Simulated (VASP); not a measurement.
Data:

```
CELL_PARAMETERS angstrom
      0.00000     3.14709     3.14709
      3.14709     0.00000     3.14709
      3.14709     3.14709     0.00000
ATOMIC_POSITIONS crystal
  Pb 0.00000 0.00000 0.00000
  Se 0.50000 0.50000 0.50000
```

Level of theory: RPBE GGA, VASP's PBE PAW potentials (set 64) (plane waves; VASP). Numerical set-up: 520 eV cut-off, Gaussian smearing of 0.050 eV, potentials Pb_d Se.

Unless said otherwise, spin-orbit coupling is left out, though it shifts the bands of the heavy elements here.

Question: Estimate the band gap (along the path) with the smallest direct gap where there is one.

Answer: 
```json
{
  "band gap (along the path)": "0.63 eV",
  "smallest direct gap (along the path)": "0.63 eV"
}
```

Only differences to runs with the same potentials and settings are physical.

The compound is PbSe in the rock salt structure. It was relaxed first, which changed the volume by +9 %.
